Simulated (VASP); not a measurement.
A cell of NiSi2 (fluorite) near equilibrium:

```xyz
3
Lattice="0.0000 2.6923 2.6923 2.6923 0.0000 2.6923 2.6923 2.6923 0.0000" Properties=species:S:1:pos:R:3 pbc="T T T"
Si     1.3461     1.3461     1.3461
Si     4.0384     4.0384     4.0384
Ni     0.0000     0.0000     0.0000
```

Level of theory: r2SCAN meta-GGA, VASP's PBE PAW potentials (set 64) (plane waves; VASP).

| run | ΔE (meV/atom) | σxx | σyy | σzz | largest shear component, with its sign (GPa) | largest force (eV/Å) |
|---|---|---|---|---|---|---|
| as it is | 0.0 | 0.34 | 0.34 | 0.34 | 0.00 | 0.000 |
| after one change | 17.9 | 1.25 | 1.25 | 0.60 | 0.00 | 1.072 |
Stress is in GPa, positive when the cell is compressed.

Question: Name the change that produced these shifts.
(A) atom 3 (Ni) moved by -0.100 Å along z
(B) atom 2 (Si) moved by 0.150 Å along x
(C) atom 2 (Si) moved by 0.100 Å along x
(D) atom 3 (Ni) moved by -0.150 Å along y

Answer: A, atom 3 (Ni) moved by -0.100 Å along z

The compound is NiSi2 in the fluorite structure. The run is not spin-polarised, so no magnetic state was tried.
